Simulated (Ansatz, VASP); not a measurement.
# TiFe in two plane-wave programs, part 2 of 2

Wanted: the spread between two codes on one cell, functional and k mesh. The cell is taken from a series of VASP runs on this material, whose earlier steps may have relaxed, scaled or displaced it; both programs get it as it stands. Other levels of theory on this material are compared in a session of their own. Valence electrons are named where the data sets of a main pair hold unlike numbers.

VASP 6.6.1 and Ansatz 0.2.0.

So far. Step 2 (VASP: band structure, r2SCAN with rVV10): The run ends at a pressure of 0.03 GPa.

### 3. Ansatz: band structure, r2SCAN with rVV10

Level of this step: Ansatz beside VASP: Kohn-Sham DFT, plane waves, r2SCAN with rVV10 (Ansatz).

Ansatz runs on its default PAW (the set named soft_2) files.

The same cell, functional, mesh and smearing now go to Ansatz, which takes its cutoff from its data sets.

Contents of input.yaml:

```yaml
crystal:
  lattice:
    - [2.9308219653, 0.0, 0.0]
    - [0.0, 2.9308219653, 0.0]
    - [0.0, 0.0, 2.9308219653]
  atoms:
    - { symbol: Ti, position: [0.5, 0.5, 0.5], spin: -0.35 }
    - { symbol: Fe, position: [0.0, 0.0, 0.0], spin: 0.51 }
hamiltonian:
  xc: r2scan
  pseudopotentials: { kind: paw }
  dispersion: rvv10
magnetization:
  spin_polarized: true
kpoints:
  mp_grid: { grid: [8, 8, 8] }
  band_path:
    path:
      - [0.0, 0.0, 0.0]
      - [0.0, 0.1, 0.0]
      - [0.0, 0.2, 0.0]
      - [0.0, 0.3, 0.0]
      - [0.0, 0.43333, 0.0]
      - [0.0, 0.5, 0.0]
      - [0.1, 0.5, 0.0]
      - [0.2, 0.5, 0.0]
      - [0.33333, 0.5, 0.0]
      - [0.43333, 0.5, 0.0]
      - [0.5, 0.5, 0.0]
      - [0.36667, 0.36667, 0.0]
      - [0.26667, 0.26667, 0.0]
      - [0.16667, 0.16667, 0.0]
      - [0.06667, 0.06667, 0.0]
      - [0.03333, 0.03333, 0.03333]
      - [0.13333, 0.13333, 0.13333]
      - [0.23333, 0.23333, 0.23333]
      - [0.33333, 0.33333, 0.33333]
      - [0.46667, 0.46667, 0.46667]
      - [0.46667, 0.5, 0.46667]
      - [0.36667, 0.5, 0.36667]
      - [0.23333, 0.5, 0.23333]
      - [0.13333, 0.5, 0.13333]
      - [0.03333, 0.5, 0.03333]
      - [0.5, 0.5, 0.03333]
      - [0.5, 0.5, 0.16667]
      - [0.5, 0.5, 0.26667]
      - [0.5, 0.5, 0.36667]
      - [0.5, 0.5, 0.5]
    npoints: 1
scf:
  occupations: { method: methfessel_paxton, width: 0.2 }
  n_extra_bands: 9
output:
  forces: true
  stress: true
  eigenvalues: true
```

Command:

```sh
$ ansatz run input.yaml --threads 2 --pin off --max-ram 4608MiB --backend cpu --events-out ev --progress --plain --runs-dir out
```

Numbers of over 12 decimals in the logs are rounded to 6 here.

Output:

```text
scf.n_extra_bands = 9 over 14 filled bands (N_el = 28.0): the run solves 23 bands
Engine: ansatz 0.2.0, aarch64-unknown-linux-gnu
Pseudopotentials: kind: paw
Pseudopotential: Ti, paw, valence charge 12, recommended cutoff 500 eV (meta_gga), Ti.paw.azcp
Pseudopotential: Fe, paw, valence charge 16, recommended cutoff 500 eV (meta_gga), Fe.paw.azcp
Functional definition: r2SCAN+rVV10
  parameter k0 = 0.174
  parameter k1 = 0.065
  parameter a1 = 4.9479
  exchange = r2scan_x(k0 = k0, k1 = k1, a1 = a1)
  correlation = r2scan_c + rvv10(11.95, 0.0093)
Crystal: 2 atoms, lattice volume = 25.175 Å³
Basis set: ecut = 500 eV, 619 PW (Γ), exchange–correlation on 96×96×96 points (64 copies of the dense FFT grid, shifted against one another)
Bands: 23, of which v1, the nominal top of the filled ones, is band 14 counted from 1 (13 counted from 0)
Symmetry: 48 space group operations
Space group: Pm-3m (ITA 221), of the structure as read, at distance tolerance 2.9e-5 Å
Magnetic group: BNS 221.92 (UNI 1594), of the structure as read, at distance tolerance 2.9e-5 Å
k-points: 35 of 512
Non-local potential: Ti, projectors of the file, l = 0: 3, l = 1: 2, l = 2: 3, l = 3: 1
Non-local potential: Fe, projectors of the file, l = 0: 3, l = 1: 2, l = 2: 3, l = 3: 1
PAW form: soft (Blöchl's): semilocal exchange-correlation on the pseudo side does not see the compensation charge
rVV10 density: all electrons in the spheres
PAW frozen core: Ti, regenerated for the run's functional (the file was generated under x = pbe(κ = 0.804, μ = 0.219515), c = pbe(β = 0.066725))
PAW frozen core: Fe, regenerated for the run's functional (the file was generated under x = pbe(κ = 0.804, μ = 0.219515), c = pbe(β = 0.066725))
PAW one-centre angular grid: Ti, 590 points (default); XC on 160 Gauss nodes
PAW one-centre angular grid: Fe, 590 points (default); XC on 160 Gauss nodes
Initial density: superposition of atomic densities (chi_scale 0.1, normalization cell)
Starting moments: Σ|m| = 0.86 μB on 2 of 2 sites
Initial wavefunctions: pseudopotential atomic-orbital guess
Functional: x = r2scan, c = r2scan + rvv10(b = 11.95, C = 0.0093); τ floored in thin density (d = 2e-4 eV/Å³)
SCF iter   1: F=—  HF=-6989.329555 eV  |F-HF|=—  |Δ(HF+E_count)|=         —  Δρ=7.14e-2 (↑6.97e-2 ↓7.14e-2)  dr2=3.18e0  dr2_τ=1.72e-2  dr2_m=9.37e-3  M=0.080 μB ∫|m|=0.725 μB  β_m=0.60  ethr=3.10e-3  ⟨swp⟩=4.6  Hψ=6041  notcnv=0
Mixer restart at iter 1: flushing history
preconditioner: auto → none  [metal: Δε(μ)=0.017 eV  Ē_g=9.152 eV  σ=0.200 eV  W_gap=0.05  n_scr=6 (ndim 8)  ℏωp=25.6 eV  f_vac=0.000  D(μ)=0.63/eV (n_scr^D=0)  sad-step TF]
SCF iter   2: F=—  HF=-6988.346543 eV  |F-HF|=—  |Δ(HF+E_count)|=   9.83e-1  Δρ=3.79e-2 (↑3.36e-2 ↓3.79e-2)  dr2=1.04e0  dr2_τ=1.09e-2  dr2_m=2.17e-3  M=0.046 μB ∫|m|=0.734 μB  β_m=0.49  ethr=3.10e-3  ⟨swp⟩=2.7  Hψ=3200  notcnv=0  defer=177  κ⁻¹=1.0e0(r=1)
SCF iter   3: F=—  HF=-6988.587117 eV  |F-HF|=—  |Δ(HF+E_count)|=   2.41e-1  Δρ=1.88e-2 (↑1.81e-2 ↓1.88e-2)  dr2=1.34e-1  dr2_τ=3.34e-3  dr2_m=1.23e-3  M=0.013 μB ∫|m|=0.735 μB  β_m=0.30  ethr=3.10e-3  ⟨swp⟩=2.6  Hψ=2720  notcnv=0  defer=183  κ⁻¹=3.3e-1(r=2)
SCF iter   4: F=—  HF=-6988.894005 eV  |F-HF|=—  |Δ(HF+E_count)|=         —  Δρ=1.45e-2 (↑1.04e-2 ↓1.45e-2)  dr2=2.28e-2  dr2_τ=9.64e-4  dr2_m=1.51e-2  M=-0.009 μB ∫|m|=0.597 μB  β_m=0.30  ethr=4.78e-4  ⟨swp⟩=2.3  Hψ=2596  notcnv=0  defer=180
Mixer restart at iter 4: flushing history
SCF iter   5: F=—  HF=-6989.009732 eV  |F-HF|=—  |Δ(HF+E_count)|=   1.16e-1  Δρ=1.09e-2 (↑8.42e-3 ↓1.09e-2)  dr2=1.01e-2  dr2_τ=5.35e-4  dr2_m=1.14e-2  M=-0.012 μB ∫|m|=0.572 μB  β_m=0.30  ethr=8.15e-5  ⟨swp⟩=2.0  Hψ=2349  notcnv=0  defer=179  κ⁻¹=1.0e0(r=1)
SCF iter   6: F=—  HF=-6989.147409 eV  |F-HF|=—  |Δ(HF+E_count)|=   1.38e-1  Δρ=6.47e-3 (↑2.03e-3 ↓6.47e-3)  dr2=6.55e-3  dr2_τ=9.07e-5  dr2_m=3.61e-3  M=-0.009 μB ∫|m|=0.504 μB  β_m=1.00  ethr=3.59e-5  ⟨swp⟩=2.0  Hψ=2980  notcnv=0  defer=178  κ⁻¹=1.7e-1(r=2)
SCF iter   7: F=—  HF=-6989.157066 eV  |F-HF|=—  |Δ(HF+E_count)|=   9.66e-3  Δρ=3.61e-3 (↑1.95e-3 ↓3.61e-3)  dr2=2.14e-3  dr2_τ=5.71e-5  dr2_m=1.24e-3  M=-0.007 μB ∫|m|=0.443 μB  β_m=0.33  ethr=2.34e-5  ⟨swp⟩=2.1  Hψ=2571  notcnv=0  defer=178  κ⁻¹=2.1e-2(r=3)
SCF iter   8: F=—  HF=-6989.154820 eV  |F-HF|=—  |Δ(HF+E_count)|=         —  Δρ=1.36e-3 (↑9.03e-4 ↓1.36e-3)  dr2=2.55e-4  dr2_τ=4.46e-6  dr2_m=2.40e-4  M=-0.005 μB ∫|m|=0.349 μB  β_m=1.00  ethr=7.66e-6  ⟨swp⟩=2.0  Hψ=2588  notcnv=0  defer=178
[...]
iteration 10: the input's own smearing fills from here on; a Gaussian of 0.2 eV has filled iterations ahead of it
[...]
SCF iter  29: F=-6989.154106 eV  HF=-6989.154106 eV  |F-HF|=1.00e-9  |Δ(HF+E_count)|=   4.89e-9  S|Δr|=    0.00e0  Δρ=1.89e-7 (↑1.63e-7 ↓1.89e-7)  dr2=9.42e-12  dr2_τ=1.78e-13  dr2_m=4.28e-12  M=0.000 μB ∫|m|=0.000 μB  ethr=1.00e-12  ⟨swp⟩=1.1  Hψ=4470  notcnv=0
SCF 1 converged in 29 iterations: F = -6989.154106 eV  dr2 = 9.42e-12
  greatest PAW one-centre occupation: 1.001 electrons in one spin orbital (limit 2), on the Fe atom at site 1 (counted from 0), in its partial waves of l = 1
rVV10 density: all electrons in the spheres
Initial density: read from a saved state, or passed on in memory by an earlier SCF of this step, an earlier step, the calling program or the single point that the run made first
Starting moments: Σ|m| = 0.86 μB on 2 of 2 sites; this step starts from the density that it was given
iter 1 solved again at ethr=3.46e-6 eV; its pass at ethr=3.10e-3 eV (dr2=9.69e-4 eV) is discarded
SCF iter   1: F=—  HF=-6989.163547 eV  |F-HF|=—  |Δ(HF+E_count)|=         —  Δρ=1.02e-3 (↑1.02e-3 ↓1.02e-3)  dr2=9.21e-4  dr2_τ=3.55e-6  dr2_m=5.02e-11  M=-0.000 μB ∫|m|=0.000 μB  β_m=0.30  ethr=3.46e-6  ⟨swp⟩=2.1  Hψ=9020  notcnv=0
preconditioner: auto → none  [metal: Δε(μ)=0.110 eV  Ē_g=8.690 eV  σ=0.100 eV  W_gap=0.26  n_scr=6 (ndim 8)  ℏωp=25.6 eV  f_vac=0.000  D(μ)=0.54/eV (n_scr^D=0)]
SCF iter   2: F=—  HF=-6989.164130 eV  |F-HF|=—  |Δ(HF+E_count)|=   5.83e-4  Δρ=3.05e-3 (↑3.05e-3 ↓3.05e-3)  dr2=9.94e-3  dr2_τ=4.42e-5  dr2_m=1.37e-11  M=0.000 μB ∫|m|=0.000 μB  β_m=0.30  ethr=3.29e-6  ⟨swp⟩=2.1  Hψ=2044  notcnv=0  κ⁻¹=1.0e0(r=1)
SCF iter   3: F=—  HF=-6989.163496 eV  |F-HF|=—  |Δ(HF+E_count)|=   6.35e-4  Δρ=2.38e-4 (↑2.38e-4 ↓2.38e-4)  dr2=2.15e-5  dr2_τ=3.89e-7  dr2_m=2.78e-11  M=0.000 μB ∫|m|=0.000 μB  β_m=0.31  ethr=3.29e-6  ⟨swp⟩=2.3  Hψ=2027  notcnv=0  κ⁻¹=4.4e-4(r=2)
SCF iter   4: F=-6989.163501 eV  HF=-6989.163500 eV  |F-HF|=7.78e-7  |Δ(HF+E_count)|=   4.19e-6  Δρ=1.38e-4 (↑1.38e-4 ↓1.38e-4)  dr2=5.68e-6  dr2_τ=1.07e-7  dr2_m=9.87e-12  M=0.000 μB ∫|m|=0.000 μB  ethr=7.68e-8  ⟨swp⟩=2.0  Hψ=2867  notcnv=0
SCF 2 converged in 4 iterations: F = -6989.163501 eV  dr2 = 5.68e-6
rVV10 density: all electrons in the spheres
Initial wavefunctions: those read from a saved state, or passed on in memory by an earlier step or the calling program
iter 1 solved again at ethr=2.03e-8 eV; its pass at ethr=3.57e-6 eV (dr2=5.69e-6 eV) is discarded
SCF iter   1: F=—  HF=-6989.163500 eV  |F-HF|=—  |Δ(HF+E_count)|=         —  Δρ=1.38e-4 (↑1.38e-4 ↓1.38e-4)  dr2=5.69e-6  dr2_τ=1.07e-7  dr2_m=9.91e-12  M=0.000 μB ∫|m|=0.000 μB  ethr=2.03e-8  ⟨swp⟩=1.0  Hψ=8086  notcnv=0
preconditioner: auto → none  [metal: Δε(μ)=0.107 eV  Ē_g=8.688 eV  σ=0.100 eV  W_gap=0.25  n_scr=6 (ndim 8)  ℏωp=25.6 eV  f_vac=0.000  D(μ)=0.54/eV (n_scr^D=0)]
SCF iter   2: F=—  HF=-6989.209252 eV  |F-HF|=—  |Δ(HF+E_count)|=   4.58e-2  Δρ=4.48e-2 (↑4.48e-2 ↓3.69e-2)  dr2=1.59e0  dr2_τ=5.32e-3  dr2_m=8.17e-3  M=0.430 μB ∫|m|=2.651 μB  ethr=3.57e-6  ⟨swp⟩=1.1  Hψ=8685  notcnv=0
SCF iter   3: F=—  HF=-6989.163692 eV  |F-HF|=—  |Δ(HF+E_count)|=   4.56e-2  Δρ=1.87e-3 (↑1.87e-3 ↓1.82e-3)  dr2=3.65e-3  dr2_τ=1.40e-5  dr2_m=5.42e-6  M=-0.000 μB ∫|m|=0.031 μB  ethr=5.81e-6  ⟨swp⟩=1.0  Hψ=4463  notcnv=0
an SCF towards Hund's moment on open shells that bore less, with the run's symmetry operations kept, reached no lower state that the run goes on to. This is no proof of a minimum
WARN: the starting moments were not kept: the SCF closed with an absolute magnetisation of 7.8e-5 μB, where they sum to 0.86 μB in size (2 sites). That is at most 0.1 of that sum. Measured as dr2_m measures the in/out step, that magnetisation stands 2.8e-9 eV from none, at or under the dr2_threshold of 1.0e-7 eV: it is no larger than a step whose dr2_m would equal this threshold. The system may hold no moment; this S [...]
this state was not tested for a lower state beside it, because cold or Methfessel-Paxton smearing, or corrected tetrahedra, fill the levels in a way that the test cannot read (fill_not_monotonic; see scf.lower_state_search)
NSCF: frozen V_eff on 30 k-points
SCF converged after 29 iterations
Magnetization: 0.0000 μB (14.0000 up, 14.0000 down)
Absolute magnetization: 0.0001 μB (∫|ρ↑−ρ↓|, with the PAW one-centre terms)
Spin contamination: 0.0000 ħ² per cell (⟨S²⟩ above its minimum at these occupations)
Per-site moments (μB) at R_I (Å): [(2.230492664615297e-5, 1.046994), (-3.382283269548342e-5, 1.046994)]
Free energy (F): -6989.154106 eV
Harris-Foulkes:  -6989.154106 eV  (|F-HF|=1.00e-9)
Internal energy: -6989.155563 eV  (E = F + TS)
E sigma→0 (E₀):  -6989.154470 eV
Entropy (-TS):   0.001457 eV (0.729 meV/atom)
Fermi energy:    17.992920 eV
--- Per-component energies (eV) ---
  E_band       = -364.289634
  E_kinetic    = 631.077799
  E_local      = -2877.140630  (includes V_loc(G=0)·N_el)
  E_nonlocal   = 221.534818
  E_hartree    = 1220.195564
  E_xc         = -207.506353
  E_vxc        = -304.862936  (∫ρ·V_xc dr)
  E_paw        = -2432.255211  (= ΣΔE_a)
  E_vpaw       = -496.879088  (= ΣTr[D̂ρ^β])
  E_aug_tail   = 0.000180  (compensation charges beyond the density's cutoff)
  E_vtau       = 21.589230  (kinetic-family band-sum trace: ∫τ·v_τ [+ j·A + Jᵃ·Aᵃ] dr)
  E_ewald      = -3544.518797
  E_core_change = -0.542932  (= ΣΔE_core)
  E_smearing   = 0.001457  (= −TS)
  E_closure    = -0.000000  (closes the sum)
  Σ components = -6989.154106   (vs F -6989.154106, Δ=0.00e0)
--- Forces (eV/Å), atoms counted from 1 ---
  atom   1  Ti     0.00000000     0.00000000     0.00000000
  atom   2  Fe     0.00000000     0.00000000     0.00000000
  max |Σ_I F_I| component: 5.65e-30 eV/Å
--- Stress (GPa, compression-positive) ---
       -0.088582       0.000000       0.000000
        0.000000      -0.088582       0.000000
        0.000000       0.000000      -0.088582
  P = ⅓ Tr σ = -0.0886 GPa (-0.886 kbar)
--- Band table (eV; the first three rows and the last of 70) ---
  k-point 0 ↑: bands = [... 10 lower, 13.9462, 16.6278, 16.6278, 16.6278, 19.4382, 19.4382, 21.3059, 21.3059, ... 5 higher]
  k-point 1 ↑: bands = [... 10 lower, 14.1149, 16.5995, 16.5995, 16.6962, 19.2235, 19.5112, 20.8398, 20.8398, ... 5 higher]
  k-point 2 ↑: bands = [... 10 lower, 14.5977, 16.5447, 16.5447, 16.8730, 18.6244, 19.6064, 19.9287, 19.9287, ... 5 higher]
  k-point 34 ↓: bands = [... 10 lower, 15.3887, 15.7799, 15.7799, 15.7799, 18.2460, 18.2460, 21.7528, 21.7528, ... 5 higher]
```

The job ended after 40 s (2 threads of Arm Neoverse N1, shared host; peak memory 0.47 GiB).

Reading the cycles: dr2 is the Hartree energy of the density residual (eV), the measure of convergence; HF is the Harris–Foulkes estimate of the energy, which meets the free energy F at convergence.

### 4. Comparison

Known differences besides the potentials themselves: VASP keeps PBE cores, Ansatz makes them for the functional; the data sets hold 28 valence electrons in Ansatz (on its default PAW (the set named soft_2) files) and 20 in VASP; the cutoff is 500 eV in Ansatz and 400 eV in VASP; in our runs with r2SCAN, forces from VASP's data set Ti_sv part from Ansatz's all-electron ones, so neither program is the reference here. Total energies have different zeros and are not compared.

Both answers:

```
                                        quantity  Ansatz  VASP  difference
                                  pressure (GPa)   -0.09  0.03       -0.11
pressure without Ansatz's Pulay correction (GPa)   -0.19  0.03       -0.22
```

Ansatz's pressure holds a Pulay correction of 0.10 GPa; VASP's holds none.

### 5. Outcome

| Item | Value |
| --- | --- |
| difference in pressure (band structure, r2SCAN with rVV10) | -0.11 GPa |

In words: The difference in pressure is -0.11 GPa (band structure, r2SCAN with rVV10), within the 1 GPa picked in this series as the mark of a large difference. The data sets hold unlike numbers of valence electrons (28 in Ansatz and 20 in VASP), so part of the differences comes from the potentials. 10 further runs of this series are not shown here. How closely two codes agree says nothing of how well the functional describes the real material.

[Lines on the potential files, build, host, timing and source positions are cut from VASP's logs without a mark.]

[Logs are printed without paths, hosts, clocks, repeated set-up lines and the standing remarks that a program may print on its own settings, such as how far it seeks lower states.]

[Hosts, paths, dates, database ids (printed as entryN), source tags and the programs' standing remarks are cut or masked in the printed files.]
